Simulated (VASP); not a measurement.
## CoSi2: Co into a neighbouring Co vacancy

Wanted: the minimum-energy path in CoSi2 for this move: Co into a neighbouring Co vacancy. The start is a cell from a database of measured crystal structures.

Main program and level: VASP 6.6.1; PBE, spin-polarised from a ferromagnetic start (one magnetic atom a cell); plane waves and PAW (Co, Si), in the first sound run; inputs show where later runs differ.

Report form: the programs' logs are mostly left out.

The database entry behind the starting cell differs from later determinations by our own check (0.1 to 0.3 % short, probably kX units), so it need not match the best structure at ambient conditions.

## 1. The host crystal

The structure is cubic, space group Fm-3m (No. 225). Conventional cell: a = 5.356 Å, b = 5.356 Å, c = 5.356 Å, α = 90.00°, β = 90.00°, γ = 90.00°. Co has 8 Si at 2.32 Å nearest. Nearest to Si lie 4 Co at 2.32 Å. Farther neighbours are not listed.

## 2. Relax the host

The later steps need the crystal at this functional's own lattice; a raised cutoff keeps the stress reliable while the cell changes.

The input, INCAR:

```
SYSTEM = CoSi2
PREC = Accurate
ENCUT = 350
EDIFF = 1E-06
NELM = 120
ISMEAR = 0
SIGMA = 0.1
LREAL = .FALSE.
ALGO = Normal
GGA = PE
NBANDS = 18
ISPIN = 2
MAGMOM = 2 0 0
LASPH = .TRUE.
LMAXMIX = 4
LORBIT = 11
LWAVE = .FALSE.
LCHARG = .FALSE.
KPAR = 3
IBRION = 2
NSW = 40
ISIF = 3
EDIFFG = -0.02
POTIM = 0.4
```

The input, POSCAR:

```
CoSi2
1.0
    0.0000000000      2.6780000000      2.6780000000
    2.6780000000      0.0000000000      2.6780000000
    2.6780000000      2.6780000000      0.0000000000
Co Si
1 2
Direct
    0.0000000000      0.0000000000      0.0000000000
    0.7500000000      0.7500000000      0.7500000000
    0.2500000000      0.2500000000      0.2500000000
```

The input, KPOINTS:

```
Automatic mesh
0
Gamma
6 6 6
0 0 0
```

Potentials, in the order of the species: Co and Si (PBE family, release 64).

The run is started by

```console
$ mpirun -np 3 vasp_std
```

Run time: 4.6 s. Hardware: 3 MPI ranks of AMD EPYC 9R45, shared host; peak memory 0.35 GiB; 12 s of CPU time.

The moments of the start collapse, so the state is non-magnetic; other starts or orders were not tried. The k-mesh is coarse for a metal. The run keeps the 48 symmetry operations of its start, so it cannot find a distortion of lower symmetry.

Little changed from the start: no atom moved by 0.005 Å and no cell edge by 0.1 %.

Numbers from this step:

```yaml
electronic_cycles: 14
electrons: 17
free_energy_toten: -19.29 eV
energy_at_zero_smearing: -19.29 eV
fermi_energy: 10.22 eV
moment_of_the_cell_from_the_last_line_of_the_log: 0 μB
labelled_metallic_from_the_levels_on_this_mesh: yes
```

The spin moment in the PAW sphere vanishes on all atoms.

The start already met the threshold, so nothing moved.

## 3. Relax the start

This step: PBE, spin-polarised from a ferromagnetic start; plane waves and PAW (Co, Si) (VASP 6.6.1).

System of this step: Co7Si16. The cell holds 23 atoms: 7 Co and 16 Si. Cell: a = 7.575 Å, b = 7.575 Å, c = 7.575 Å, α = 60.0°, β = 60.0°, γ = 60.0°. It derives from CoSi2. Nearest the centre at fractional (0.000, 0.000, 0.250): Si16 at 1.33 Å, Si14 at 1.35 Å, Co1 at 1.91 Å, Si11 at 2.95 Å, Si19 at 2.97 Å, Si10 at 3.00 Å, Si21 at 3.00 Å, Si18 at 3.01 Å.

A path needs two true minima; the start is relaxed with symmetry off.

The input, INCAR:

```
SYSTEM = Co7Si16
PREC = Normal
ENCUT = 280
EDIFF = 1E-05
NELM = 120
ISMEAR = 1
SIGMA = 0.15
LREAL = Auto
ALGO = Fast
GGA = PE
NBANDS = 107
ISPIN = 2
MAGMOM = 2 2 2 2 2 2 2 0 0 0 0 0 0 0 0 0 0 0 0 0 0 0 0
LASPH = .TRUE.
LMAXMIX = 4
LORBIT = 11
LWAVE = .FALSE.
LCHARG = .FALSE.
KPAR = 3
IBRION = 2
NSW = 60
ISIF = 2
EDIFFG = -0.05
POTIM = 0.4
MAXMIX = 40
ISYM = 0
```

The input, POSCAR:

```
Co7Si16
1.0
    0.0000000000      5.3560000000      5.3560000000
    5.3560000000      0.0000000000      5.3560000000
    5.3560000000      5.3560000000      0.0000000000
Co Si
7 16
Direct
    0.0015057338     -0.0002718388      0.5015622951
    0.0049568478      0.4967099729     -0.0015761313
    0.0027681922      0.4985931685      0.4994017783
    0.5005246504      0.0015168470     -0.0004185180
    0.5001706961     -0.0019709923      0.4992209770
    0.4984100432      0.5004978853      0.0017382843
    0.5009948813      0.4990355227      0.4980447295
    0.3798102895      0.3739489500      0.3750219130
    0.3762086952      0.3731386831      0.8667374839
    0.3765928965      0.8742186119      0.3742048743
    0.3682646293      0.8803253445      0.8775829406
    0.8736314316      0.3788445332      0.3787834414
    0.8731952874      0.3774300477      0.8706505857
    0.8712292890      0.8762194538      0.3741876189
    0.8731871212      0.8764459260      0.8732850535
    0.1239428894      0.1241665518      0.1261899943
    0.1261543450      0.1250437443      0.6271733882
    0.1269575103      0.6211700476      0.1257745744
    0.1230648229      0.6303499164      0.6229329836
    0.6221198937      0.1267079648      0.1232171156
    0.6235744976      0.1227578843      0.6274441407
    0.6265687229      0.6216883734      0.1241765517
    0.6228999749      0.6209432388      0.6299361697
```

The input, KPOINTS:

```
Automatic mesh
0
Gamma
3 3 3
0 0 0
```

The run is started by

```console
$ mpirun -np 3 vasp_std
```

It took 3.6 min on 3 MPI ranks; peak memory 1.1 GiB.

The steps of the relaxation:

```
step  energy less that of the first step (eV)  largest force (eV/Å)
   1                                   0.0000                0.5186
   2                                  -0.0717                0.2911
   3                                  -0.0971                0.2204
   4                                  -0.1149                0.1357
   5                                  -0.1214                0.0788
   6                                  -0.1215                0.0754
   7                                  -0.1243                0.0467
```

The atoms that moved most (Å):

```csv
atom,dx,dy,dz,length
Si13,-0.010,0.050,-0.026,0.058
Si18,0.031,-0.037,0.024,0.054
Si15,0.024,0.044,0.020,0.054
Si20,-0.021,0.043,0.022,0.052
Si9,0.043,0.029,0.007,0.052
Si14,-0.024,0.001,0.042,0.048
Si12,-0.038,-0.019,-0.013,0.044
Si23,-0.013,-0.023,0.031,0.041
```

Final coordinates:

```cif
data_structure
_symmetry_space_group_name_H-M 'P 1'
_symmetry_Int_Tables_number 1
_cell_length_a 7.5745
_cell_length_b 7.5745
_cell_length_c 7.5745
_cell_angle_alpha 60.000
_cell_angle_beta 60.000
_cell_angle_gamma 60.000
_cell_volume 307.29
loop_
_atom_site_label
_atom_site_type_symbol
_atom_site_fract_x
_atom_site_fract_y
_atom_site_fract_z
_atom_site_occupancy
Co1 Co 0.99997 0.00042 0.50073 1
Co2 Co 0.00036 0.49925 0.99938 1
Co3 Co 0.00017 0.50062 0.49956 1
Co4 Co 0.49939 0.99965 0.99978 1
Co5 Co 0.49966 0.99968 0.50027 1
Co6 Co 0.49946 0.49988 0.99946 1
Co7 Co 0.50111 0.49955 0.49871 1
Si8 Si 0.37550 0.37498 0.37514 1
Si9 Si 0.37568 0.37504 0.87277 1
Si10 Si 0.37515 0.87346 0.37545 1
Si11 Si 0.36630 0.87696 0.87804 1
Si12 Si 0.87412 0.37585 0.37476 1
Si13 Si 0.87643 0.36929 0.87684 1
Si14 Si 0.87745 0.87776 0.36811 1
Si15 Si 0.87693 0.87648 0.87768 1
Si16 Si 0.12249 0.12272 0.12339 1
Si17 Si 0.12234 0.12338 0.63195 1
Si18 Si 0.12277 0.62976 0.12306 1
Si19 Si 0.12740 0.62486 0.62379 1
Si20 Si 0.63011 0.12283 0.12323 1
Si21 Si 0.62454 0.12591 0.62433 1
Si22 Si 0.62451 0.62440 0.12523 1
Si23 Si 0.62487 0.62476 0.62361 1
```

Numbers from this step:

| Item | Value |
| --- | --- |
| electronic cycles | 56 |
| electrons | 127 |
| free energy (TOTEN) | -144.5911 eV |
| energy at zero smearing | -144.5874 eV |
| Fermi energy | 9.850 eV |

The spin moment in the PAW sphere vanishes on all atoms.

The run ended after 7 ionic steps, 0.124 eV below its first step, once the forces on the free atoms met EDIFFG = -0.05.

## 4. Relax the end

The end state is relaxed in the same way, so that both ends share their errors.

INCAR is that of step 3.

The input, POSCAR:

```
Co7Si16
1.0
    0.0000000000      5.3560000000      5.3560000000
    5.3560000000      0.0000000000      5.3560000000
    5.3560000000      5.3560000000      0.0000000000
Co Si
7 16
Direct
    0.0012560344     -0.0023670383      0.0033169566
    0.0033915327      0.4975548695     -0.0005825565
   -0.0050838631      0.4995505611      0.5037947827
    0.5008205871      0.0020745728     -0.0024853673
    0.4943621263      0.0011749795      0.4995480708
    0.4984236979      0.4991855501      0.0041146330
    0.5017084143      0.5000406684      0.4999554153
    0.3736658235      0.3759800751      0.3772919271
    0.3732519354      0.3683430823      0.8806903454
    0.3726592727      0.8720182890      0.3774639540
    0.3747728719      0.8784476091      0.8727951602
    0.8787595014      0.3757918190      0.3737392038
    0.8698226860      0.3745226514      0.8769072574
    0.8702329327      0.8771958763      0.3793514878
    0.8759642902      0.8772177197      0.8733209550
    0.1236281585      0.1237035080      0.1264231843
    0.1234362484      0.1290502693      0.6227031590
    0.1147034115      0.6260873680      0.1296032127
    0.1267365463      0.6195258702      0.6327776352
    0.6268650917      0.1199955447      0.1253341949
    0.6262881070      0.1256984579      0.6224119772
    0.6259459521      0.6233948498      0.1250916985
    0.6242054615      0.6222456226      0.6246002657
```

KPOINTS is that of step 3.

The run is started by

```console
$ mpirun -np 3 vasp_std
```

Elapsed: 3.9 min, on 3 MPI ranks; peak memory 1.1 GiB; 11 min of CPU time.

Step by step:

```csv
step,energy less that of the first step (eV),largest force (eV/Å)
1,0.0000,0.6335
2,-0.0867,0.3386
3,-0.1107,0.2283
4,-0.1108,0.2270
5,-0.1263,0.1700
6,-0.1340,0.0918
7,-0.1361,0.0554
8,-0.1365,0.0362
```

The atoms that moved most (Å):

```
atom      dx      dy      dz  length
Si19   0.010  -0.061   0.035   0.071
Si18  -0.023   0.038   0.043   0.062
Si12  -0.013   0.017  -0.050   0.055
Si17  -0.018  -0.008  -0.047   0.051
 Si9   0.008  -0.012   0.043   0.046
Si20   0.032  -0.021   0.012   0.040
Si16   0.020   0.032  -0.012   0.040
Si15  -0.034  -0.013   0.005   0.037
```

Final coordinates:

```xyz
23
Lattice="0.0000 5.3560 5.3560 5.3560 0.0000 5.3560 5.3560 5.3560 0.0000" Properties=species:S:1:pos:R:3 pbc="T T T"
Co    0.0107    0.0040   -0.0090
Co    2.6797    0.0116    2.6689
Co    5.3787    2.6778    2.6731
Co   -0.0174    2.6802    2.6791
Co    2.6815    5.3381    2.6566
Co    2.6881    2.6776    5.3411
Co    5.3506    5.3619    5.3496
Si    4.0198    4.0086    4.0095
Si    6.6977    6.7043    4.0154
Si    6.7108    3.9872    6.6605
Si    9.3699    6.6970    6.6801
Si    4.0015    6.7257    6.6693
Si    6.7146    9.3687    6.6760
Si    6.7319    6.7150    9.3886
Si    9.3416    9.3559    9.3953
Si    1.3602    1.3717    1.3127
Si    4.0079    3.9884    1.3052
Si    4.0244    1.3462    4.0110
Si    6.7173    4.0067    4.0321
Si    1.3464    4.0080    4.0125
Si    3.9838    6.7153    4.0311
Si    4.0091    4.0149    6.6811
Si    6.7116    6.6985    6.6781
```

Numbers from this step:

| Quantity | Value |
| --- | --- |
| electronic cycles | 59 |
| free energy (TOTEN) | -144.5912 eV |
| energy at zero smearing | -144.5879 eV |
| Fermi energy | 9.849 eV |

The run ended after 8 ionic steps, 0.136 eV below its first step, once the forces on the free atoms met EDIFFG = -0.05.

## 5. Nudged elastic band

Images on a straight line between the ends relax across the path, while springs keep them spaced along it.

Changes to INCAR since step 4:

```diff
@@ -15,12 +15,11 @@
 LMAXMIX = 4
-LORBIT = 11
 LWAVE = .FALSE.
 LCHARG = .FALSE.
-KPAR = 3
-IBRION = 2
+IMAGES = 3
+SPRING = -5
+IBRION = 1
+POTIM = 0.3
 NSW = 60
-ISIF = 2
 EDIFFG = -0.05
-POTIM = 0.4
-MAXMIX = 40
 ISYM = 0
+ISIF = 0
```

The input, POSCAR:

```
Co7Si16
1.0
    0.0000000000      5.3560000000      5.3560000000
    5.3560000000      0.0000000000      5.3560000000
    5.3560000000      5.3560000000      0.0000000000
Co Si
7 16
Direct
    0.9999724116      0.0004225846      0.5007302597
    0.0003556415      0.4992536026      0.9993787035
    0.0001735649      0.5006215909      0.4995577071
    0.4993940531      0.9996490957      0.9997758947
    0.4996618120      0.9996780172      0.5002671764
    0.4994627198      0.4998790127      0.9994575030
    0.5011108604      0.4995506295      0.4987117051
    0.3754991496      0.3749819053      0.3751398481
    0.3756837650      0.3750435983      0.8727691695
    0.3751463988      0.8734645468      0.3754539187
    0.3662956241      0.8769610175      0.8780407579
    0.8741235890      0.3758548692      0.3747572903
    0.8764325617      0.3692947598      0.8768376632
    0.8774486801      0.8777645963      0.3681134947
    0.8769344147      0.8764782613      0.8776823446
    0.1224937815      0.1227169450      0.1233862088
    0.1223358140      0.1233791050      0.6319524107
    0.1227702090      0.6297614158      0.1230583222
    0.1274044557      0.6248612229      0.6237915768
    0.6301098451      0.1228316893      0.1232349429
    0.6245445882      0.1259073875      0.6243337706
    0.6245120800      0.6243963165      0.1252313392
    0.6248673215      0.6247576672      0.6236102369
```

KPOINTS is that of step 4.

The input, 00/POSCAR:

```
Co7Si16
1.0
    0.0000000000      5.3560000000      5.3560000000
    5.3560000000      0.0000000000      5.3560000000
    5.3560000000      5.3560000000      0.0000000000
Co Si
7 16
Direct
    0.9999724116      0.0004225846      0.5007302597
    0.0003556415      0.4992536026      0.9993787035
    0.0001735649      0.5006215909      0.4995577071
    0.4993940531      0.9996490957      0.9997758947
    0.4996618120      0.9996780172      0.5002671764
    0.4994627198      0.4998790127      0.9994575030
    0.5011108604      0.4995506295      0.4987117051
    0.3754991496      0.3749819053      0.3751398481
    0.3756837650      0.3750435983      0.8727691695
    0.3751463988      0.8734645468      0.3754539187
    0.3662956241      0.8769610175      0.8780407579
    0.8741235890      0.3758548692      0.3747572903
    0.8764325617      0.3692947598      0.8768376632
    0.8774486801      0.8777645963      0.3681134947
    0.8769344147      0.8764782613      0.8776823446
    0.1224937815      0.1227169450      0.1233862088
    0.1223358140      0.1233791050      0.6319524107
    0.1227702090      0.6297614158      0.1230583222
    0.1274044557      0.6248612229      0.6237915768
    0.6301098451      0.1228316893      0.1232349429
    0.6245445882      0.1259073875      0.6243337706
    0.6245120800      0.6243963165      0.1252313392
    0.6248673215      0.6247576672      0.6236102369
```

The input, 01/POSCAR:

```
Co7Si16
1.0
    0.0000000000      5.3560000000      5.3560000000
    5.3560000000      0.0000000000      5.3560000000
    5.3560000000      5.3560000000      0.0000000000
Co Si
7 16
Direct
    0.9996138262      0.0002623152      0.3761002414
    0.0002854840      0.4989946572      1.0000567935
   -0.0005194747      0.5008848512      0.5003069227
    0.5000315494      0.9993041007      0.9994503470
    0.4987478550      0.9997573325      0.5003638750
    0.4990043328      0.4998046412      1.0001689213
    0.5009479696      0.4992492863      0.4991964778
    0.3749396095      0.3750717553      0.3751487278
    0.3756298323      0.3748408414      0.8736432044
    0.3732391348      0.8741077173      0.3758187940
    0.3682430663      0.8760052000      0.8776035829
    0.8748212022      0.3739635596      0.3757701560
    0.8750724780      0.3708364916      0.8771792914
    0.8768062341      0.8778337618      0.3707971418
    0.8773043462      0.8762939888      0.8753596892
    0.1227764007      0.1224049981      0.1256596112
    0.1217584908      0.1234490931      0.6301248260
    0.1231817779      0.6284355940      0.1240263364
    0.1263964405      0.6260089679      0.6240213184
    0.6283470623      0.1236505361      0.1237436520
    0.6262361291      0.1247622228      0.6238680806
    0.6244426396      0.6240877147      0.1252663343
    0.6241978244      0.6247309448      0.6248217467
```

The input, 02/POSCAR:

```
Co7Si16
1.0
    0.0000000000      5.3560000000      5.3560000000
    5.3560000000      0.0000000000      5.3560000000
    5.3560000000      5.3560000000      0.0000000000
Co Si
7 16
Direct
    0.9992552409      0.0001020458      0.2514702230
    0.0002153266      0.4987357117      1.0007348836
   -0.0012125143      0.5011481116      0.5010561384
    0.5006690458      0.9989591058      0.9991247994
    0.4978338980      0.9998366478      0.5004605736
    0.4985459457      0.4997302697      1.0008803396
    0.5007850789      0.4989479432      0.4996812506
    0.3743800694      0.3751616053      0.3751576074
    0.3755758996      0.3746380846      0.8745172394
    0.3713318707      0.8747508878      0.3761836692
    0.3701905085      0.8750493825      0.8771664078
    0.8755188154      0.3720722500      0.3767830218
    0.8737123944      0.3723782234      0.8775209195
    0.8761637880      0.8779029274      0.3734807888
    0.8776742778      0.8761097162      0.8730370338
    0.1230590198      0.1220930512      0.1279330136
    0.1211811676      0.1235190812      0.6282972414
    0.1235933468      0.6271097721      0.1249943505
    0.1253884252      0.6271567130      0.6242510600
    0.6265842795      0.1244693830      0.1242523610
    0.6279276700      0.1236170580      0.6234023906
    0.6243731992      0.6237791129      0.1253013294
    0.6235283273      0.6247042224      0.6260332566
```

The input, 03/POSCAR:

```
Co7Si16
1.0
    0.0000000000      5.3560000000      5.3560000000
    5.3560000000      0.0000000000      5.3560000000
    5.3560000000      5.3560000000      0.0000000000
Co Si
7 16
Direct
    0.9988966556     -0.0000582237      0.1268402047
    0.0001451691      0.4984767662      1.0014129736
   -0.0019055539      0.5014113719      0.5018053540
    0.5013065421      0.9986141108      0.9987992518
    0.4969199411      0.9999159631      0.5005572721
    0.4980875586      0.4996558982      1.0015917578
    0.5006221881      0.4986466000      0.5001660233
    0.3738205293      0.3752514553      0.3751664870
    0.3755219670      0.3744353277      0.8753912744
    0.3694246066      0.8753940582      0.3765485444
    0.3721379507      0.8740935650      0.8767292328
    0.8762164287      0.3701809405      0.3777958875
    0.8723523107      0.3739199553      0.8778625476
    0.8755213420      0.8779720929      0.3761644358
    0.8780442093      0.8759254437      0.8707143785
    0.1233416390      0.1217811042      0.1302064159
    0.1206038445      0.1235890692      0.6264696567
    0.1240049156      0.6257839502      0.1259623646
    0.1243804100      0.6283044580      0.6244808015
    0.6248214966      0.1252882298      0.1247610701
    0.6296192108      0.1224718932      0.6229367007
    0.6243037588      0.6234705111      0.1253363244
    0.6228588302      0.6246775001      0.6272447664
```

The input, 04/POSCAR:

```
Co7Si16
1.0
    0.0000000000      5.3560000000      5.3560000000
    5.3560000000      0.0000000000      5.3560000000
    5.3560000000      5.3560000000      0.0000000000
Co Si
7 16
Direct
    0.9985380702     -0.0002184931      0.0022101864
    0.0000750116      0.4982178208      1.0020910636
   -0.0025985935      0.5016746322      0.5025545696
    0.5019440384      0.9982691158      0.9984737041
    0.4960059841      0.9999952784      0.5006539707
    0.4976291716      0.4995815267      1.0023031761
    0.5004592974      0.4983452568      0.5006507960
    0.3732609892      0.3753413053      0.3751753667
    0.3754680343      0.3742325708      0.8762653093
    0.3675173426      0.8760372287      0.3769134197
    0.3740853929      0.8731377475      0.8762920578
    0.8769140419      0.3682896309      0.3788087532
    0.8709922270      0.3754616871      0.8782041758
    0.8748788960      0.8780412584      0.3788480829
    0.8784141408      0.8757411712      0.8683917231
    0.1236242582      0.1214691573      0.1324798183
    0.1200265213      0.1236590573      0.6246420720
    0.1244164845      0.6244581284      0.1269303788
    0.1233723948      0.6294522030      0.6247105431
    0.6230587138      0.1261070766      0.1252697792
    0.6313107517      0.1213267285      0.6224710107
    0.6242343184      0.6231619093      0.1253713195
    0.6221893331      0.6246507777      0.6284562763
```

The run is started by

```console
$ mpirun -np 3 vasp_std
```

It took 66 min on 3 MPI ranks; peak memory 1 GiB.

The band used up its steps before its forces met the threshold, so no barrier is taken from it.

## 6. What came out

```json
{"result": "none"}
```

The session ends without its result: «nudged elastic band» used up its steps.

[Lines on the potential files, build, host, timing and source positions are cut from VASP's logs without a mark.]

[Logs are printed without paths, hosts, clocks, repeated set-up lines and the standing remarks that a program may print on its own settings, such as how far it seeks lower states.]

[Hosts, paths, dates, database ids (printed as entryN), source tags and the programs' standing remarks are cut or masked in the printed files.]

[Runs that stopped without an error message from VASP are left out.]
